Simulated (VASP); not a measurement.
Calculation: PBE GGA, VASP's PBE PAW potentials (set 64) (plane waves; VASP).

A VASP calculation is set up with these files.

KPOINTS:
```
kpoints
0
Gamma
17 17 9
0 0 0
```

**INCAR**
```
SYSTEM = Co
PREC = Accurate; ENCUT = 500; LREAL = F
LASPH = T
EDIFF = 1E-6; NELM = 100; ALGO = Normal
LMAXMIX = 4
ISMEAR = 1; SIGMA = 0.1
GGA = PE
ISPIN = 2; MAGMOM = 2*1.6
IBRION = 2; NSW = 40; ISIF = 3
EDIFFG = -0.02; PSTRESS = 300
LWAVE = F; LCHARG = F; LORBIT = 10
```

File POSCAR:
```
Co
1.0
  1.2059635424  -2.0887904172   0.0000000000
  1.2059635424   2.0887904172   0.0000000000
  0.0000000000   0.0000000000   3.8969884632
Co
2
Cart
  1.2059635424   0.6962648649   0.9742471158
  1.2059635424  -0.6962648649   2.9227413474
```

POTCAR, in this order: Co (PBE.64 set). Program: vasp_std.

The resulting files:

### OSZICAR
```
       N       E                     dE             d eps       ncg     rms          rms(c)
DAV:   1     0.778734374879E+02    0.77873E+02   -0.81462E+03 10140   0.159E+03
DAV:   2    -0.138520751241E+02   -0.91726E+02   -0.84963E+02  9928   0.256E+02
DAV:   3    -0.159464191373E+02   -0.20943E+01   -0.20468E+01 12056   0.544E+01
DAV:   4    -0.159804106219E+02   -0.33991E-01   -0.33983E-01 14137   0.528E+00
DAV:   5    -0.159807238198E+02   -0.31320E-03   -0.31319E-03 12446   0.480E-01    0.164E+01
DAV:   6    -0.141943516465E+02    0.17864E+01   -0.11199E+01 10838   0.704E+01    0.687E+00
DAV:   7    -0.139614190395E+02    0.23293E+00   -0.13571E+00 11636   0.233E+01    0.418E+00
DAV:   8    -0.139358694805E+02    0.25550E-01   -0.18453E-02 13602   0.161E+00    0.221E+00
DAV:   9    -0.139199828304E+02    0.15887E-01   -0.38991E-03 14956   0.118E+00    0.639E-01
DAV:  10    -0.139206982090E+02   -0.71538E-03   -0.31428E-03 13730   0.863E-01    0.186E-01
DAV:  11    -0.139208306261E+02   -0.13242E-03   -0.26993E-04 13802   0.229E-01    0.364E-02
DAV:  12    -0.139208294290E+02    0.11971E-05   -0.68471E-06 11637   0.337E-02    0.169E-02
DAV:  13    -0.139208293467E+02    0.82364E-07   -0.14968E-06  7161   0.207E-02
   1 F= -.10244632E+02 E0= -.10244537E+02  d E =-.102446E+02  mag=     3.0679
       N       E                     dE             d eps       ncg     rms          rms(c)
DAV:   1    -0.140336479979E+02   -0.11282E+00   -0.29881E+00  9900   0.324E+01    0.424E+00
DAV:   2    -0.138220651672E+02    0.21158E+00   -0.95142E-01 10838   0.210E+01    0.230E+00
DAV:   3    -0.137911089361E+02    0.30956E-01   -0.88858E-02 10964   0.617E+00    0.113E+00
DAV:   4    -0.137875170843E+02    0.35919E-02   -0.14128E-03 12807   0.484E-01    0.378E-01
DAV:   5    -0.137845374235E+02    0.29797E-02   -0.80825E-04 15229   0.392E-01    0.708E-02
DAV:   6    -0.137845638542E+02   -0.26431E-04   -0.94041E-05 10740   0.119E-01    0.353E-02
DAV:   7    -0.137845619423E+02    0.19120E-05   -0.74292E-06 11594   0.371E-02    0.136E-02
DAV:   8    -0.137845594911E+02    0.24511E-05   -0.36302E-07  5776   0.840E-03    0.161E-03
DAV:   9    -0.137845594165E+02    0.74681E-07   -0.90221E-08  5293   0.354E-03
   2 F= -.10236209E+02 E0= -.10235840E+02  d E =0.842245E-02  mag=     2.9748
       N       E                     dE             d eps       ncg     rms          rms(c)
DAV:   1    -0.139882890752E+02   -0.20373E+00   -0.13376E+00  9900   0.222E+01    0.270E+00
DAV:   2    -0.138978929125E+02    0.90396E-01   -0.43555E-01 10761   0.139E+01    0.148E+00
DAV:   3    -0.138829164866E+02    0.14976E-01   -0.42196E-02 10803   0.426E+00    0.758E-01
DAV:   4    -0.138813532277E+02    0.15633E-02   -0.61538E-04 11745   0.321E-01    0.268E-01
DAV:   5    -0.138800002001E+02    0.13530E-02   -0.40684E-04 14862   0.273E-01    0.488E-02
DAV:   6    -0.138800245455E+02   -0.24345E-04   -0.31565E-05 11787   0.634E-02    0.235E-02
DAV:   7    -0.138800270630E+02   -0.25175E-05   -0.43927E-06 10910   0.301E-02    0.701E-03
DAV:   8    -0.138800283041E+02   -0.12411E-05   -0.18387E-07  5174   0.646E-03    0.298E-03
DAV:   9    -0.138800285837E+02   -0.27963E-06   -0.40714E-08  5097   0.244E-03
   3 F= -.10247566E+02 E0= -.10247330E+02  d E =-.293412E-02  mag=     3.0370
```

**OUTCAR**
```
------------------------ aborting loop because EDIFF is reached ----------------------------------------
  FORCE on cell =-STRESS in cart. coord.  units (eV):
  Direction    XX          YY          ZZ          XY          YZ          ZX
  --------------------------------------------------------------------------------------
  Total        3.6254980      3.6254991      3.6478689      0.0000000      0.0000000     -0.0000000
  in kB      299.4248060    299.4248934    301.2723835      0.0000000      0.0000000     -0.0000000
  external PRESSURE =       0.0406943 kB  Pullay stress =     300.0000000 kB
  volume of cell :       19.40
      direct lattice vectors                 reciprocal lattice vectors
     1.201097762 -2.080362652 -0.000000000     0.416285848 -0.240342711 -0.000000000
     1.201097762  2.080362652 -0.000000000     0.416285848  0.240342711 -0.000000000
     0.000000000  0.000000000  3.881888684     0.000000000 -0.000000000  0.257606563
 POSITION                                       TOTAL-FORCE (eV/Angst)
 -----------------------------------------------------------------------------------
      1.20110      0.69346      0.97047         0.000000     -0.000000      0.000000
      1.20110     -0.69346      2.91142        -0.000000      0.000000      0.000000
 -----------------------------------------------------------------------------------
    total drift:                               -0.000021     -0.000012     -0.000030
  FREE ENERGIE OF THE ION-ELECTRON SYSTEM (eV)
  ---------------------------------------------------
  free  energy   TOTEN  =       -13.8800285837 eV

  energy  without entropy=      -13.8793201340  energy(sigma->0) =      -13.87979243
  enthalpy is  TOTEN    =       -10.2475659829 eV   P V=        3.6324626008

 total charge

# of ion       s       p       d       tot
------------------------------------------
    1        0.539   0.627   7.351   8.517
    2        0.539   0.627   7.351   8.517
--------------------------------------------------
tot          1.078   1.254  14.702  17.035

 magnetization (x)

# of ion       s       p       d       tot
------------------------------------------
    1       -0.016  -0.054   1.586   1.516
    2       -0.016  -0.054   1.586   1.516
--------------------------------------------------
tot         -0.032  -0.109   3.173   3.032

 reached required accuracy - stopping structural energy minimisation
```
(Selected blocks of OUTCAR.)

File CONTCAR:
```
Co
   1.00000000000000
     1.2010977617308141   -2.0803626517950553   -0.0000000000000000
     1.2010977617308141    2.0803626517950553   -0.0000000000000000
     0.0000000000000000    0.0000000000000000    3.8818886841247608
  Co
     2
Direct
     0.3333330000000032    0.6666669999999968    0.2500000000000000
     0.6666669999999968    0.3333330000000032    0.7500000000000000
```

File OUTCAR:
```
 val. band max:       11.9248170704   @ k =   0.3529   0.0000   0.4444

 cond. band min:      11.9307179146   @ k =   0.3529   0.1765   0.4444


 Fermi energy:        11.9288068521

 spin component 1

 k-point     1 :       0.0000    0.0000    0.0000
  band No.  band energies     occupation
      1       2.3546      1.00000
      2       6.2550      1.00000
      3       9.1729      1.00000
      4       9.1891      1.00000
      5       9.1891      1.00000
      6       9.5675      1.00000
      7       9.5675      1.00000
      8       9.9811      1.00000
      9       9.9811      1.00000
     10      11.2913      1.00000
     11      11.2914      1.00000
     12      11.8214      1.03121
     13      19.3751      0.00000
     14      34.8451      0.00000
     15      38.3098      0.00000

 k-point     2 :       0.0588    0.0000    0.0000
  band No.  band energies     occupation
      1       2.4874      1.00000
      2       6.3381      1.00000
      3       8.9969      1.00000
      4       9.2564      1.00000
      5       9.3445      1.00000
      6       9.5340      1.00000
      7       9.6271      1.00000
      8       9.9033      1.00000
      9       9.9373      1.00000
     10      10.6012      1.00000
     11      11.3107      1.00000
     12      12.6715     -0.00000
     13      19.3915      0.00000
     14      34.1509      0.00000
     15      36.4474      0.00000

 k-point     3 :       0.1176    0.0000    0.0000
  band No.  band energies     occupation
      1       2.8779      1.00000
      2       6.5668      1.00000
      3       8.7747      1.00000
      4       9.4047      1.00000
      5       9.4525      1.00000
      6       9.4855      1.00000
      7       9.5664      1.00000
      8       9.8001      1.00000
      9       9.8192      1.00000
     10      10.0888      1.00000
     11      11.3590      1.00000
     12      13.8514     -0.00000
     13      19.4463      0.00000
...
```

The compound is Co in the hcp structure. This run relaxes it under an external pressure of 30 GPa. Symmetry was kept, so distortions that lower it aren't found.
